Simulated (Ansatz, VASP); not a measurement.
# MoSeS in two plane-wave programs, part 2 of 3

One calculation is typed for both programs; each brings its own data sets. How far apart do they land? The cell is taken from a series of runs on this material, whose earlier steps may have relaxed, scaled, displaced or heated it; both programs get it as it stands.

VASP 6.6.1 and Ansatz 0.2.0.

So far: The structure; Ansatz: zone-centre phonons, PBEsol, pair 1.

**3. VASP: zone-centre phonons, PBEsol, pair 1**

Level of this step: PBEsol, no spin polarisation; plane waves and PAW (Mo_sv, S, Se) (VASP).

The same cell, functional and mesh now go to VASP, with its own data sets.

Lines of VASP's logs that name or quote its potential files are left out, and so is its time.

Contents of INCAR:

```
SYSTEM = MoSeS
PREC = Accurate
ENCUT = 500
EDIFF = 1E-08
NELM = 120
ISMEAR = 0
SIGMA = 0.01
LREAL = .FALSE.
ALGO = Normal
GGA = PS
NBANDS = 19
LASPH = .TRUE.
LORBIT = 11
LWAVE = .FALSE.
LCHARG = .FALSE.
ISIF = 2
IBRION = 8
GGA_COMPAT = .FALSE.
EFERMI = MIDGAP
NELMDL = -8
KPAR = 2
```

Contents of POSCAR:

```
MoSeS
1.0
    3.2031081881      0.0000000000      0.0000000000
   -1.6015540940      2.7184936008      0.0000000000
    0.0000000000      0.0000000000     30.4000000000
Mo S Se
1 1 1
Direct
    0.3324173494      0.6648346988      0.3297566052
    0.6671781412      0.3343562824      0.3802689060
    0.6670711760      0.3341423521      0.2735271203
```

Contents of KPOINTS:

```
Automatic mesh
0
Gamma
12 12 1
0 0 0
```

PAW data sets: Mo_sv, S and Se (PBE family, release 64).

Started as:

```bash
> mpirun -np 2 vasp_std
```

Numbers of over 12 decimals in the logs are rounded to 6 here.

The log of the run:

```text
[banner, memory and clock lines left out]
running    2 mpi-ranks, on    1 nodes
 distrk:  each k-point on    1 cores,    2 groups
 distr:  one band on    1 cores,    1 groups

 POSCAR found type information on POSCAR MoS Se
 POSCAR found :  3 types and       3 ions
|                                                                             |
|               ----> ADVICE to this user running VASP <----                  |
|                                                                             |
|     You enforced a specific xc type in the INCAR file but a different       |
|     [... a line on the potential file left out ...]
|     I HOPE YOU KNOW WHAT YOU ARE DOING!                                     |
|                                                                             |

 LDA part: xc-table for (Slater+PW92), standard interpolation
 POSCAR, INCAR and KPOINTS ok, starting setup
 FFT: planning ... GRIDC
 FFT: planning ... GRID_SOFT
 FFT: planning ... GRID
 WAVECAR not read
 entering main loop
       N       E                     dE             d eps       ncg     rms          rms(c)
DAV:   1     0.149444663557E+03    0.14944E+03   -0.12596E+04  2306   0.992E+02
DAV:   2    -0.109342336856E+02   -0.16038E+03   -0.15608E+03  2323   0.212E+02
DAV:   3    -0.235660328614E+02   -0.12632E+02   -0.12575E+02  2238   0.558E+01
DAV:   4    -0.237199727858E+02   -0.15394E+00   -0.15354E+00  2090   0.677E+00
DAV:   5    -0.237230068511E+02   -0.30341E-02   -0.30335E-02  2153   0.942E-01
DAV:   6    -0.237231201003E+02   -0.11325E-03   -0.11325E-03  2163   0.165E-01
DAV:   7    -0.237231247096E+02   -0.46093E-05   -0.46093E-05  2164   0.300E-02
DAV:   8    -0.237231249530E+02   -0.24336E-06   -0.24322E-06  2204   0.643E-03    0.231E+01
DAV:   9    -0.228150915681E+02    0.90803E+00   -0.80632E+00  1793   0.182E+01    0.742E+00
DAV:  10    -0.226897826731E+02    0.12531E+00   -0.47828E+00  1771   0.122E+01    0.570E+00
DAV:  11    -0.224724687332E+02    0.21731E+00   -0.12320E+00  1768   0.661E+00    0.128E+00
DAV:  12    -0.224688434254E+02    0.36253E-02   -0.45396E-02  1913   0.135E+00    0.744E-01
DAV:  13    -0.224662506682E+02    0.25928E-02   -0.11472E-02  1853   0.757E-01    0.151E-01
DAV:  14    -0.224660525964E+02    0.19807E-03   -0.10897E-03  2139   0.189E-01    0.635E-02
[...]
DAV:  24    -0.224668235502E+02   -0.77625E-05   -0.25134E-07  1714   0.132E-03    0.381E-04
DAV:  25    -0.224668259565E+02   -0.24063E-05   -0.36678E-08  1856   0.484E-04    0.285E-04
DAV:  26    -0.224668276768E+02   -0.17203E-05   -0.24836E-08  1706   0.436E-04    0.130E-04
DAV:  27    -0.224668285374E+02   -0.86062E-06   -0.10813E-08  1763   0.272E-04    0.153E-04
DAV:  28    -0.224668287279E+02   -0.19049E-06   -0.16341E-10  1526   0.117E-04    0.104E-04
DAV:  29    -0.224668287932E+02   -0.65271E-07    0.32816E-10  1231   0.110E-04    0.159E-05
DAV:  30    -0.224668288109E+02   -0.17666E-07    0.68229E-10  1189   0.404E-05    0.152E-05
DAV:  31    -0.224668288136E+02   -0.27153E-08    0.76883E-10  1162   0.171E-05
   1 F= -.22466829E+02 E0= -.22466829E+02  d E =0.000000E+00
 Linear response reoptimize wavefunctions to high precision
DAV:   1    -0.224668288145E+02   -0.91723E-09    0.77885E-10  1167   0.113E-05
DAV:   2    -0.224668288145E+02    0.32742E-10    0.78422E-10  1159   0.363E-06
 Linear response DOF=           9
 Linear response progress:
  Degree of freedom:   1/  9
       N       E                     dE             d eps       ncg     rms          rms(c)
RMM:   1    -0.771044551095E+00   -0.77104E+00    0.37514E+00  3018   0.206E+01
RMM:   2    -0.565974718966E+00    0.20507E+00   -0.29018E-01  4224   0.369E+00    0.177E-01
RMM:   3    -0.565056830348E+00    0.91789E-03   -0.69571E-03  5653   0.560E-01    0.958E-02
RMM:   4    -0.563952546181E+00    0.11043E-02    0.55186E-04  6503   0.178E-01    0.339E-02
RMM:   5    -0.563872424936E+00    0.80121E-04    0.34226E-04  6702   0.539E-02    0.638E-03
RMM:   6    -0.563964883484E+00   -0.92459E-04    0.23085E-04  6151   0.185E-02    0.202E-03
[...]
RMM:  12    -0.759747891439E+00    0.44432E-06    0.14599E-06  3236   0.237E-04    0.417E-05
RMM:  13    -0.759748186613E+00   -0.29517E-06    0.72696E-07  3084   0.208E-04    0.140E-05
RMM:  14    -0.759748308297E+00   -0.12168E-06    0.33635E-07  3261   0.836E-05    0.107E-05
RMM:  15    -0.759748371930E+00   -0.63634E-07    0.16450E-07  3136   0.557E-05    0.493E-06
RMM:  16    -0.759748366015E+00    0.59153E-08    0.79645E-08  3486   0.262E-05    0.332E-06
 first order change of Fermi-energy  -0.10764E+01
 force on displaced ion       1 direction 3 :  -0.000  -0.060 -29.741
 Linear response progress:
  Degree of freedom:   4/  9
       N       E                     dE             d eps       ncg     rms          rms(c)
RMM:   1    -0.106854735344E+00   -0.10685E+00   -0.12891E-01  6951   0.175E+00
RMM:   2    -0.916477658012E-01    0.15207E-01   -0.12116E-02  4704   0.555E-01    0.128E-01
RMM:   3    -0.920123896495E-01   -0.36462E-03   -0.46382E-04  4774   0.124E-01    0.729E-02
RMM:   4    -0.922607701023E-01   -0.24838E-03   -0.73561E-05  4933   0.494E-02    0.142E-02
RMM:   5    -0.922413874799E-01    0.19383E-04   -0.38825E-06  5185   0.107E-02    0.597E-03
RMM:   6    -0.922217157844E-01    0.19672E-04   -0.21533E-07  5057   0.383E-03    0.202E-03
[...]
RMM:  14    -0.914525331507E-01   -0.61412E-08   -0.93167E-09  2529   0.498E-06    0.847E-07
 first order change of Fermi-energy  -0.14038E+00
 force on displaced ion       2 direction 2 :  -0.000 -10.158  -0.304
 Linear response progress:
  Degree of freedom:   6/  9
       N       E                     dE             d eps       ncg     rms          rms(c)
RMM:   1    -0.173628410916E+00   -0.17363E+00   -0.11305E-01  4091   0.185E+00
RMM:   2    -0.156598111835E+00    0.17030E-01   -0.14639E-02  2765   0.593E-01    0.364E-01
RMM:   3    -0.156719147014E+00   -0.12104E-03   -0.11203E-03  2622   0.184E-01    0.270E-01
RMM:   4    -0.156950164721E+00   -0.23102E-03   -0.53073E-04  2522   0.133E-01    0.677E-02
RMM:   5    -0.156848303597E+00    0.10186E-03   -0.24238E-04  2487   0.949E-02    0.292E-02
RMM:   6    -0.156863773798E+00   -0.15470E-04   -0.13446E-05  2725   0.225E-02    0.702E-03
RMM:   7    -0.156865689198E+00   -0.19154E-05   -0.11191E-06  2968   0.594E-03    0.310E-03
RMM:   8    -0.156869134020E+00   -0.34448E-05   -0.15129E-07  2915   0.143E-03    0.121E-03
RMM:   9    -0.156872024538E+00   -0.28905E-05   -0.24091E-08  2694   0.878E-04    0.721E-04
RMM:  10    -0.156874833800E+00   -0.28093E-05   -0.10048E-08  2915   0.420E-04    0.170E-04
RMM:  11    -0.156876205180E+00   -0.13714E-05   -0.12855E-08  2769   0.342E-04    0.135E-04
RMM:  12    -0.156878283902E+00   -0.20787E-05   -0.95058E-09  2829   0.287E-04    0.753E-05
RMM:  13    -0.156879045725E+00   -0.76182E-06    0.23539E-08  2908   0.131E-04    0.380E-05
RMM:  14    -0.156879253616E+00   -0.20789E-06    0.10643E-07  2940   0.911E-05    0.222E-05
RMM:  15    -0.156879214318E+00    0.39298E-07   -0.32853E-08  3154   0.768E-05    0.163E-05
RMM:  16    -0.156879286873E+00   -0.72555E-07   -0.14148E-08  3040   0.333E-05    0.884E-06
RMM:  17    -0.156879280155E+00    0.67182E-08    0.21417E-08  2970   0.306E-05    0.803E-06
 first order change of Fermi-energy   0.40148E+00
 force on displaced ion       2 direction 3 :  -0.000  -0.305 -17.143
 Linear response progress:
  Degree of freedom:   7/  9
       N       E                     dE             d eps       ncg     rms          rms(c)
RMM:   1    -0.738671467471E-01   -0.73867E-01   -0.23155E-02  6919   0.125E+00
RMM:   2    -0.675667914663E-01    0.63004E-02   -0.67119E-03  4706   0.368E-01    0.866E-02
RMM:   3    -0.677170113752E-01   -0.15022E-03   -0.57498E-04  4916   0.777E-02    0.519E-02
RMM:   4    -0.678745847906E-01   -0.15757E-03   -0.70744E-05  4905   0.419E-02    0.636E-03
RMM:   5    -0.678516278228E-01    0.22957E-04   -0.65045E-06  5150   0.961E-03    0.220E-03
RMM:   6    -0.678471801964E-01    0.44476E-05   -0.43982E-07  5373   0.288E-03    0.655E-04
RMM:   7    -0.678491428081E-01   -0.19626E-05    0.68352E-08  5039   0.657E-04    0.169E-04
RMM:   8    -0.678495141313E-01   -0.37132E-06   -0.11072E-08  5073   0.236E-04    0.622E-05
RMM:   9    -0.678495923555E-01   -0.78224E-07    0.14893E-08  5280   0.874E-05    0.289E-05
RMM:  10    -0.678496215808E-01   -0.29225E-07   -0.67229E-09  5214   0.364E-05    0.517E-06
RMM:  11    -0.678496363732E-01   -0.14792E-07   -0.22526E-09  5489   0.958E-06    0.226E-06
RMM:  12    -0.678496461913E-01   -0.98181E-08    0.29561E-09  4744   0.471E-06    0.607E-07
 first order change of Fermi-energy  -0.21812E-03
 force on displaced ion       3 direction 1 :  -8.756  -0.001   0.001
 Linear response progress:
  Degree of freedom:   8/  9
       N       E                     dE             d eps       ncg     rms          rms(c)
RMM:   1    -0.729263328684E-01   -0.72926E-01   -0.23091E-02  3965   0.124E+00
RMM:   2    -0.668268900124E-01    0.60994E-02   -0.68645E-03  2707   0.365E-01    0.862E-02
RMM:   3    -0.669692342913E-01   -0.14234E-03   -0.58936E-04  2828   0.763E-02    0.518E-02
RMM:   4    -0.671217401975E-01   -0.15251E-03   -0.73177E-05  2852   0.418E-02    0.718E-03
RMM:   5    -0.671067502374E-01    0.14990E-04   -0.66366E-06  2802   0.106E-02    0.436E-03
RMM:   6    -0.670979941796E-01    0.87561E-05   -0.10087E-06  2739   0.520E-03    0.113E-03
RMM:   7    -0.670974635446E-01    0.53064E-06   -0.87606E-08  3105   0.182E-03    0.487E-04
RMM:   8    -0.670993305238E-01   -0.18670E-05    0.14933E-08  3003   0.515E-04    0.168E-04
RMM:   9    -0.670996398279E-01   -0.30930E-06   -0.17390E-08  3006   0.143E-04    0.361E-05
RMM:  10    -0.670995560896E-01    0.83738E-07    0.87146E-09  3016   0.474E-05    0.155E-05
RMM:  11    -0.670995415643E-01    0.14525E-07    0.10850E-09  2891   0.229E-05    0.592E-06
RMM:  12    -0.670995507819E-01   -0.92176E-08   -0.30134E-09  3057   0.865E-06    0.212E-06
 first order change of Fermi-energy  -0.14653E+00
 force on displaced ion       3 direction 2 :  -0.000  -8.912   0.254
 Linear response progress:
  Degree of freedom:   9/  9
       N       E                     dE             d eps       ncg     rms          rms(c)
RMM:   1    -0.143325159647E+00   -0.14333E+00   -0.98754E-03  4138   0.139E+00
RMM:   2    -0.133818371672E+00    0.95068E-02   -0.76185E-03  2735   0.394E-01    0.267E-01
RMM:   3    -0.133757107649E+00    0.61264E-04   -0.92756E-04  2641   0.136E-01    0.219E-01
RMM:   4    -0.133875235152E+00   -0.11813E-03   -0.38149E-04  2566   0.112E-01    0.549E-02
RMM:   5    -0.133827608850E+00    0.47626E-04   -0.12902E-04  2496   0.709E-02    0.118E-02
RMM:   6    -0.133827662161E+00   -0.53311E-07   -0.82277E-06  2981   0.157E-02    0.545E-03
RMM:   7    -0.133825676360E+00    0.19858E-05   -0.11060E-06  2705   0.593E-03    0.202E-03
RMM:   8    -0.133829018094E+00   -0.33417E-05   -0.18815E-07  2711   0.222E-03    0.831E-04
RMM:   9    -0.133834555149E+00   -0.55371E-05   -0.80577E-08  2925   0.103E-03    0.245E-04
RMM:  10    -0.133836674673E+00   -0.21195E-05   -0.49762E-08  2855   0.467E-04    0.179E-04
RMM:  11    -0.133841138687E+00   -0.44640E-05   -0.13040E-07  2947   0.674E-04    0.174E-04
RMM:  12    -0.133842047501E+00   -0.90881E-06   -0.12817E-08  2925   0.317E-04    0.517E-05
RMM:  13    -0.133842416094E+00   -0.36859E-06    0.19581E-08  3000   0.173E-04    0.460E-05
RMM:  14    -0.133842476269E+00   -0.60175E-07   -0.34751E-08  3048   0.131E-04    0.178E-05
RMM:  15    -0.133842494569E+00   -0.18300E-07   -0.10995E-08  3092   0.971E-05    0.140E-05
RMM:  16    -0.133842501648E+00   -0.70792E-08   -0.84924E-08  3032   0.554E-05    0.720E-06
 first order change of Fermi-energy   0.67457E+00
 force on displaced ion       3 direction 3 :   0.000   0.253 -15.947
 Linear response finished
```

From OUTCAR (step 3):

```text
ion  position               nearest neighbor table
   1  0.332  0.665  0.330-   2 2.38   2 2.39   2 2.39   3 2.50   3 2.51   3 2.51
   2  0.667  0.334  0.380-   1 2.38   1 2.39   1 2.39
   3  0.667  0.334  0.274-   1 2.50   1 2.51   1 2.51

  LATTYP: Found a base centered orthorhombic cell.
 ALAT       =     3.2031081881
 B/A-ratio  =     1.6974097915
 C/A-ratio  =     9.4907815206

 Subroutine GETGRP returns: Found  2 space group operations
 (whereof  2 operations were pure point group operations)

The static configuration has the point symmetry C_1h.

 Found     43 irreducible k-points:

   k-points           NKPTS =     43   k-points in BZ     NKDIM =     43   number of bands    NBANDS=     19

   dimension x,y,z NGX =    24 NGY =   24 NGZ =  224
   dimension x,y,z NGXF=    48 NGYF=   48 NGZF=  448

   ENCUT  =  500.0 eV  36.75 Ry    6.06 a.u.   5.84  5.75 55.43*2*pi/ulx,y,z

   NELECT =      26.0000    total number of electrons

 k-points in reciprocal lattice and weights: Automatic mesh
   0.00000000  0.00000000  0.00000000       0.007
   0.08333333  0.00000000  0.00000000       0.028
   0.16666667 -0.00000000  0.00000000       0.028
   0.25000000  0.00000000  0.00000000       0.028
   0.33333333  0.00000000  0.00000000       0.028
   0.41666667  0.00000000  0.00000000       0.028
   0.50000000  0.00000000  0.00000000       0.014
   0.00000000  0.08333333  0.00000000       0.014
   0.08333333  0.08333333  0.00000000       0.028
[...]
0.16666667  0.41666667  0.00000000       0.014
   0.00000000  0.50000000  0.00000000       0.007

 average (electrostatic) potential at core
       1 -84.2405       2 -94.2702       3 -60.9648

  Total        0.3890778      1.5704252      0.0743653      0.0000000     -0.0020660     -0.0000000
  in kB        2.3549059      9.5050483      0.4500982      0.0000000     -0.0125043     -0.0000000
  external PRESSURE =       4.1033508 kB  Pullay stress =       0.0000000 kB

  energy-cutoff  :      500.00
  volume of cell :      264.71
      direct lattice vectors                 reciprocal lattice vectors
     3.203108188  0.000000000  0.000000000     0.312196761  0.183925392  0.000000000
    -1.601554094  2.718493601  0.000000000     0.000000000  0.367850783  0.000000000
     0.000000000  0.000000000 30.400000000     0.000000000  0.000000000  0.032894737

 POSITION                                       TOTAL-FORCE (eV/Angst)
 -----------------------------------------------------------------------------------
      0.00000      1.80735     10.02460        -0.000000     -0.000565      0.047287
      1.60155      0.90895     11.56017        -0.000000     -0.000307      0.003145
      1.60155      0.90836      8.31522         0.000000      0.000871     -0.050432
 -----------------------------------------------------------------------------------
    total drift:                                0.000000     -0.000018     -0.000217

 Eigenvectors and eigenvalues of the dynamical matrix
 ----------------------------------------------------

   1 f  =   13.372835 THz    84.023998 2PiTHz  446.069749 cm-1    55.305575 meV
             X         Y         Z           dx          dy          dz
      0.000000  1.807349 10.024601    -0.000000   -0.021229   -0.581172
      1.601554  0.908945 11.560175     0.000000    0.036770    0.802294
      1.601554  0.908364  8.315224     0.000000    0.000001    0.129462

   2 f  =   10.802403 THz    67.873498 2PiTHz  360.329367 cm-1    44.675128 meV
             X         Y         Z           dx          dy          dz
      0.000000  1.807349 10.024601    -0.000000   -0.622245    0.034980
      1.601554  0.908945 11.560175     0.000000    0.753844   -0.021668
      1.601554  0.908364  8.315224     0.000000    0.205477   -0.024841

   3 f  =   10.676156 THz    67.080266 2PiTHz  356.118226 cm-1    44.153013 meV
             X         Y         Z           dx          dy          dz
      0.000000  1.807349 10.024601    -0.621483    0.000000   -0.000000
      1.601554  0.908945 11.560175     0.756521   -0.000000    0.000000
      1.601554  0.908364  8.315224     0.203556   -0.000000    0.000000

   4 f  =    8.778944 THz    55.159729 2PiTHz  292.834038 cm-1    36.306777 meV
             X         Y         Z           dx          dy          dz
      0.000000  1.807349 10.024601    -0.000000    0.006499    0.444171
      1.601554  0.908945 11.560175     0.000000   -0.031489    0.448405
      1.601554  0.908364  8.315224     0.000000    0.013199   -0.774878

   5 f  =    6.270335 THz    39.397678 2PiTHz  209.155871 cm-1    25.932011 meV
             X         Y         Z           dx          dy          dz
      0.000000  1.807349 10.024601    -0.000000   -0.385798   -0.017151
      1.601554  0.908945 11.560175    -0.000000   -0.523909   -0.001861
      1.601554  0.908364  8.315224     0.000000    0.758932    0.020074

   6 f  =    6.226471 THz    39.122073 2PiTHz  207.692728 cm-1    25.750605 meV
             X         Y         Z           dx          dy          dz
      0.000000  1.807349 10.024601     0.387085   -0.000000   -0.000000
      1.601554  0.908945 11.560175     0.522420   -0.000000   -0.000000
      1.601554  0.908364  8.315224    -0.759765    0.000000    0.000000

   7 f/i=    0.000700 THz     0.004400 2PiTHz    0.023359 cm-1     0.002896 meV
             X         Y         Z           dx          dy          dz
      0.000000  1.807349 10.024601     0.000000    0.582152   -0.353033
      1.601554  0.908945 11.560175     0.000000    0.336508   -0.204075
      1.601554  0.908364  8.315224     0.000000    0.528225   -0.320251

   8 f/i=    0.003286 THz     0.020648 2PiTHz    0.109616 cm-1     0.013591 meV
             X         Y         Z           dx          dy          dz
      0.000000  1.807349 10.024601     0.000000   -0.352955   -0.582066
      1.601554  0.908945 11.560175     0.000000   -0.204101   -0.336359
      1.601554  0.908364  8.315224     0.000000   -0.320321   -0.528415

   9 f/i=    0.004025 THz     0.025292 2PiTHz    0.134270 cm-1     0.016647 meV
             X         Y         Z           dx          dy          dz
      0.000000  1.807349 10.024601     0.681119   -0.000000    0.000000
      1.601554  0.908945 11.560175     0.393388   -0.000000    0.000000
      1.601554  0.908364  8.315224     0.617513   -0.000000    0.000000

 ELASTIC MODULI CONTR FROM IONIC RELAXATION (kBar)
 Direction    XX          YY          ZZ          XY          YZ          ZX
 --------------------------------------------------------------------------------
 XX         -93.5774    -60.1042   -213.5072     -0.0000      2.7585      0.0000
 YY         -60.1042    -89.4980   -205.4908     -0.0000     -3.2556     -0.0000
 ZZ        -213.5072   -205.4908   -578.9818     -0.0000      0.2109      0.0000
 XY          -0.0000     -0.0000     -0.0000    -10.4544     -0.0000      3.9964
 YZ           2.7585     -3.2556      0.2109     -0.0000   -299.8032     -0.0000
 ZX           0.0000     -0.0000      0.0000      3.9964     -0.0000   -257.7580
 --------------------------------------------------------------------------------
```

**4. Differences**

Known differences besides the potentials themselves: fixed occupations in Ansatz, narrow Gaussian smearing in VASP; Ansatz cuts the interaction across the vacuum, VASP repeats the sheet without a dipole correction; the data sets hold 36 valence electrons in Ansatz (on its PAW soft_1 files) and 26 in VASP; the cutoff is 420 eV in Ansatz and 500 eV in VASP; Ansatz makes its cores anew for this functional, VASP keeps those of its PBE data sets. Total energies have different zeros and are not compared.

Compared:

```tsv
quantity	Ansatz	VASP	difference
optical mode 1 (cm⁻¹)	207.2	207.7	-0.21 %
optical mode 2 (cm⁻¹)	208.8	209.2	-0.15 %
optical mode 3 (cm⁻¹)	291.6	292.8	-0.41 %
optical mode 4 (cm⁻¹)	356.3	356.1	+0.06 %
optical mode 5 (cm⁻¹)	360.5	360.3	+0.05 %
optical mode 6 (cm⁻¹)	446.0	446.1	-0.01 %
```

Modes are paired by rising frequency, not by their patterns, so a pair may set unlike modes beside each other; they are those without the splitting of longitudinal modes. Where the cell holds vacuum, a pressure given here is an average over it and none of the material.

[end of part 2 of 3]

[Lines on the potential files, build, host, timing and source positions are cut from VASP's logs without a mark.]

[Logs are printed without paths, hosts, clocks, repeated set-up lines and the standing remarks that a program may print on its own settings, such as how far it seeks lower states.]

[Hosts, paths, dates, database ids (printed as entryN), source tags and the programs' standing remarks are cut or masked in the printed files.]
